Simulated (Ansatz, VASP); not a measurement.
**Al (Aluminum) in two plane-wave programs**

Aim: how closely do two programs agree when they are given the same cell, functional and k mesh? The cell is taken from a series of runs on this material, whose earlier steps may have relaxed, scaled, displaced or heated it; both programs get it as it stands.

Main program and level: Ansatz 0.2.0; plane waves, with VASP 6.6.1 beside it; elastic constants at LDA and elastic constants at BLYP.

## Step 1: The structure

It takes space group Fm-3m (No. 225, cubic). The conventional cell has a = 3.998 Å, b = 3.998 Å, c = 3.998 Å, α = 90.00°, β = 90.00°, γ = 90.00°. Nearest to Al lie 12 Al at 2.83 Å.

## Step 2: VASP: elastic constants, LDA, pair 1

Elastic constants are differences of stresses under small strains, so they test the stress and the mesh.

Lines of VASP's logs that name or quote its potential files are left out, and so is its time.

Contents of INCAR:

```
SYSTEM = Al
PREC = Accurate
ENCUT = 500
EDIFF = 1E-08
NELM = 120
ISMEAR = 1
SIGMA = 0.25
LREAL = .FALSE.
ALGO = Normal
GGA = CA
NBANDS = 7
LORBIT = 11
LWAVE = .FALSE.
LCHARG = .FALSE.
ISIF = 3
IBRION = 6
NFREE = 2
POTIM = 0.015
NSW = 1
LASPH = .TRUE.
GGA_COMPAT = .FALSE.
KPAR = 2
```

Contents of POSCAR:

```
Al
1.0
    0.0000000000      1.9991153661      1.9991153661
    1.9991153661      0.0000000000      1.9991153661
    1.9991153661      1.9991153661      0.0000000000
Al
1
Direct
    0.0000000000      0.0000000000      0.0000000000
```

Contents of KPOINTS:

```
Automatic mesh
0
Gamma
4 4 4
0 0 0
```

PAW data sets: Al (LDA family, release 64).

On the command line:

```console
> mpirun -np 2 vasp_std
```

Numbers of over 12 decimals in the logs are rounded to 6 here.

Output:

```text
[banner, memory and clock lines left out]
running    2 mpi-ranks, on    1 nodes
 distrk:  each k-point on    1 cores,    2 groups
 distr:  one band on    1 cores,    1 groups

 POSCAR found type information on POSCAR Al
 POSCAR found :  1 types and       1 ions
 LDA part: xc-table for (Slater(with rela. corr.)+CA(PZ))
 , standard interpolation
 POSCAR, INCAR and KPOINTS ok, starting setup
 FFT: planning ... GRIDC
 FFT: planning ... GRID_SOFT
 FFT: planning ... GRID
 WAVECAR not read
 entering main loop
       N       E                     dE             d eps       ncg     rms          rms(c)
DAV:   1    -0.294325072582E+01   -0.29433E+01   -0.79574E+02   112   0.229E+02
DAV:   2    -0.392203083612E+01   -0.97878E+00   -0.95097E+00   126   0.198E+01
DAV:   3    -0.392984400910E+01   -0.78132E-02   -0.77839E-02   182   0.168E+00
DAV:   4    -0.392984590613E+01   -0.18970E-05   -0.18975E-05   161   0.253E-02
DAV:   5    -0.392984590728E+01   -0.11520E-08   -0.11707E-08   154   0.755E-04    0.147E+00
DAV:   6    -0.391224528992E+01    0.17601E-01   -0.20995E-03   175   0.215E-01    0.832E-01
DAV:   7    -0.390056296519E+01    0.11682E-01   -0.55341E-03   126   0.344E-01    0.168E-01
DAV:   8    -0.390054570695E+01    0.17258E-04   -0.20745E-05   168   0.357E-02    0.170E-02
DAV:   9    -0.390054533645E+01    0.37050E-06   -0.30308E-07   168   0.279E-03    0.808E-04
DAV:  10    -0.390054532893E+01    0.75122E-08   -0.25281E-09   147   0.327E-04
   1 F= -.39005453E+01 E0= -.38956759E+01  d E =-.146083E-01
[... from here on, the cycles between the ionic steps are left out ...]
   2 F= -.39020443E+01 E0= -.38981566E+01  d E =-.116632E-01
   3 F= -.39017063E+01 E0= -.38978524E+01  d E =-.115616E-01
   4 F= -.39020443E+01 E0= -.38981566E+01  d E =-.116632E-01
   5 F= -.39017063E+01 E0= -.38978524E+01  d E =-.115616E-01
   6 F= -.39020443E+01 E0= -.38981566E+01  d E =-.116632E-01
   7 F= -.39017063E+01 E0= -.38978524E+01  d E =-.115616E-01
   8 F= -.39078310E+01 E0= -.39053422E+01  d E =-.746651E-02
   9 F= -.39078310E+01 E0= -.39053422E+01  d E =-.746648E-02
  10 F= -.39078310E+01 E0= -.39053422E+01  d E =-.746646E-02
  11 F= -.39078310E+01 E0= -.39053422E+01  d E =-.746648E-02
  12 F= -.39078310E+01 E0= -.39053422E+01  d E =-.746645E-02
  13 F= -.39078310E+01 E0= -.39053422E+01  d E =-.746648E-02
  14 F= -.39005454E+01 E0= -.38956759E+01  d E =-.146084E-01
 Finite differences progress:
  Degree of freedom:   7/  7
  Displacement:        1/  2
  Total:              13/ 14
 bond charge predicted
       N       E                     dE             d eps       ncg     rms          rms(c)
DAV:   1    -0.390055097962E+01   -0.56196E-05   -0.63333E-02   126   0.149E+00    0.528E-02
DAV:   2    -0.390056728518E+01   -0.16306E-04   -0.42421E-04   168   0.131E-01    0.333E-02
DAV:   3    -0.390054547711E+01    0.21808E-04   -0.32243E-05   126   0.206E-02    0.115E-03
DAV:   4    -0.390054543176E+01    0.45354E-07   -0.37971E-07   147   0.428E-03    0.678E-04
DAV:   5    -0.390054535611E+01    0.75653E-07   -0.25834E-08   168   0.577E-04    0.209E-05
DAV:   6    -0.390054535941E+01   -0.33063E-08   -0.20719E-10    91   0.100E-04
  15 F= -.39005454E+01 E0= -.38956759E+01  d E =-.146084E-01
 Finite differences progress:
  Degree of freedom:   7/  7
  Displacement:        2/  2
  Total:              14/ 14
```

OUTCAR, selected parts (step 2):

```text
ion  position               nearest neighbor table
   1  0.000  0.000  0.000-

  LATTYP: Found a face centered cubic cell.
 ALAT       =     3.9982307322

 Subroutine GETGRP returns: Found 48 space group operations
 (whereof 48 operations were pure point group operations)

The static configuration has the point symmetry O_h .

 Found      8 irreducible k-points:

   k-points           NKPTS =      8   k-points in BZ     NKDIM =      8   number of bands    NBANDS=      7

   dimension x,y,z NGX =    24 NGY =   24 NGZ =   24
   dimension x,y,z NGXF=    48 NGYF=   48 NGZF=   48

   ENCUT  =  500.0 eV  36.75 Ry    6.06 a.u.   5.15  5.15  5.15*2*pi/ulx,y,z

   NELECT =       3.0000    total number of electrons

 k-points in reciprocal lattice and weights: Automatic mesh
   0.00000000  0.00000000  0.00000000       0.016
   0.25000000  0.00000000  0.00000000       0.125
   0.50000000  0.00000000  0.00000000       0.062
   0.25000000  0.25000000  0.00000000       0.094
   0.50000000  0.25000000  0.00000000       0.375
  -0.25000000  0.25000000  0.00000000       0.188
   0.50000000  0.50000000  0.00000000       0.047
  -0.25000000  0.50000000  0.25000000       0.094

 average (electrostatic) potential at core
       1 -70.5167

 E-fermi :   7.4597

 k-point     1 :       0.0000    0.0000    0.0000
  band No.  band energies     occupation
      1      -3.1908      2.00000
      2      20.8808      0.00000
      3      20.8808      0.00000
      4      20.8808      0.00000
      5      22.4460      0.00000
      6      22.4460      0.00000
    ...

 k-point     2 :       0.2500    0.0000    0.0000
  band No.  band energies     occupation
      1      -1.4697      2.00000
      2      11.6208     -0.00000
      3      19.1793      0.00000
      4      19.1793      0.00000
      5      22.7611      0.00000
      6      23.0621      0.00000
    ...

 k-point     3 :       0.5000    0.0000    0.0000
  band No.  band energies     occupation
      1       3.4529      2.00000
      2       3.6963      2.00000
      3      19.7128      0.00000
      4      19.7128      0.00000
      5      19.7129      0.00000
      6      19.7129      0.00000
      7      23.5925      0.00000

  Total        0.0092702      0.0092702      0.0092702     -0.0000000     -0.0000000     -0.0000000
  in kB        0.9295115      0.9295115      0.9295115     -0.0000000     -0.0000000     -0.0000000
  external PRESSURE =       0.9295115 kB  Pullay stress =       0.0000000 kB

  energy-cutoff  :      500.00
  volume of cell :       15.98
      direct lattice vectors                 reciprocal lattice vectors
     0.000000000  1.999115366  1.999115366    -0.250110628  0.250110628  0.250110628
     1.999115366  0.000000000  1.999115366     0.250110628 -0.250110628  0.250110628
     1.999115366  1.999115366  0.000000000     0.250110628  0.250110628 -0.250110628

 POSITION                                       TOTAL-FORCE (eV/Angst)
 -----------------------------------------------------------------------------------
     -0.01500      0.00000      0.00000         0.000000      0.000000     -0.000000
 -----------------------------------------------------------------------------------
    total drift:                                0.000003     -0.000000     -0.000000

  FREE ENERGIE OF THE ION-ELECTRON SYSTEM (eV)
  ---------------------------------------------------
  free  energy   TOTEN  =        -3.9005453594 eV

  energy  without entropy=       -3.8859369966  energy(sigma->0) =       -3.89567591

  SYMMETRIZED ELASTIC MODULI (kBar)
 Direction    XX          YY          ZZ          XY          YZ          ZX
 --------------------------------------------------------------------------------
 XX        -953.4368   1810.6491   1810.6491     -0.0000     -0.0000      0.0000
 YY        1810.6491   -953.4368   1810.6491      0.0000     -0.0000     -0.0000
 ZZ        1810.6491   1810.6491   -953.4368     -0.0000      0.0000     -0.0000
 XY          -0.0000      0.0000     -0.0000  -5908.7876      0.0000     -0.0000
 YZ          -0.0000     -0.0000      0.0000      0.0000  -5908.7876      0.0000
 ZX           0.0000     -0.0000     -0.0000     -0.0000      0.0000  -5908.7876
 --------------------------------------------------------------------------------

 Eigenvectors and eigenvalues of the dynamical matrix
 ----------------------------------------------------

   1 f  =    0.000000 THz     0.000000 2PiTHz    0.000000 cm-1     0.000000 meV
             X         Y         Z           dx          dy          dz
      0.000000  0.000000  0.000000     0.894427    0.447214    0.000000

   2 f  =    0.000000 THz     0.000000 2PiTHz    0.000000 cm-1     0.000000 meV
             X         Y         Z           dx          dy          dz
      0.000000  0.000000  0.000000     0.000000    0.000000    1.000000

   3 f  =    0.000000 THz     0.000000 2PiTHz    0.000000 cm-1     0.000000 meV
             X         Y         Z           dx          dy          dz
      0.000000  0.000000  0.000000     0.447214   -0.894427    0.000000

 ELASTIC MODULI CONTR FROM IONIC RELAXATION (kBar)
 Direction    XX          YY          ZZ          XY          YZ          ZX
 --------------------------------------------------------------------------------
 XX           0.0000      0.0000      0.0000      0.0000      0.0000      0.0000
 YY           0.0000      0.0000      0.0000      0.0000      0.0000      0.0000
 ZZ           0.0000      0.0000      0.0000      0.0000      0.0000      0.0000
 XY           0.0000      0.0000      0.0000      0.0000      0.0000      0.0000
 YZ           0.0000      0.0000      0.0000      0.0000      0.0000      0.0000
 ZX           0.0000      0.0000      0.0000      0.0000      0.0000      0.0000
 --------------------------------------------------------------------------------

 TOTAL ELASTIC MODULI (kBar)
 Direction    XX          YY          ZZ          XY          YZ          ZX
 --------------------------------------------------------------------------------
 XX        -953.4368   1810.6491   1810.6491     -0.0000     -0.0000      0.0000
 YY        1810.6491   -953.4368   1810.6491      0.0000     -0.0000     -0.0000
 ZZ        1810.6491   1810.6491   -953.4368     -0.0000      0.0000     -0.0000
 XY          -0.0000      0.0000     -0.0000  -5908.7876      0.0000     -0.0000
 YZ          -0.0000     -0.0000      0.0000      0.0000  -5908.7876      0.0000
 ZX           0.0000     -0.0000     -0.0000     -0.0000      0.0000  -5908.7876
 --------------------------------------------------------------------------------

 total charge
# of ion       s       p       d       tot
------------------------------------------
    1        0.423   0.371   0.000   0.794

[... 3 further parts left out ...]
```

Levels, forces or a CONTCAR printed for this step are those of its last displaced cell, not of the structure at rest.

[end of part 1 of 3]

[Lines on the potential files, build, host, timing and source positions are cut from VASP's logs without a mark.]

[Logs are printed without paths, hosts, clocks, repeated set-up lines and the standing remarks that a program may print on its own settings, such as how far it seeks lower states.]

[Hosts, paths, dates, database ids (printed as entryN), source tags and the programs' standing remarks are cut or masked in the printed files.]
